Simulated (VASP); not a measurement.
Consider the following.

```xyz
3
Lattice="0.0000 2.7591 2.7591 2.7591 0.0000 2.7591 2.7591 2.7591 0.0000" Properties=species:S:1:pos:R:3 pbc="T T T"
Si     1.3795     1.3795     1.3796
Si     4.1387     4.1387     4.1387
Ni     0.0000     0.0000     0.0000
```

The numbers are results of PBE GGA, VASP's PBE PAW potentials (set 64) (plane waves; VASP), not measurements. Settings: 400 eV cut-off, 9×9×9 Γ-centred mesh, Fermi-Dirac smearing of 0.050 eV, potentials Si Ni.

Give the stress tensor in GPa (positive for a compressed cell).

```
-5.16   0.00   0.00
 0.00  -5.16   0.00
 0.00   0.00  -5.16
```
The pressure is its mean diagonal, -5.16 GPa.

The compound is NiSi2 in the fluorite structure. The cell was not relaxed at this level. The run is one of a series of settings (ISMEAR = -1, SIGMA = 0.05 against the base run), some of them coarse on purpose. The run is not spin-polarised, so no magnetic state was tried.
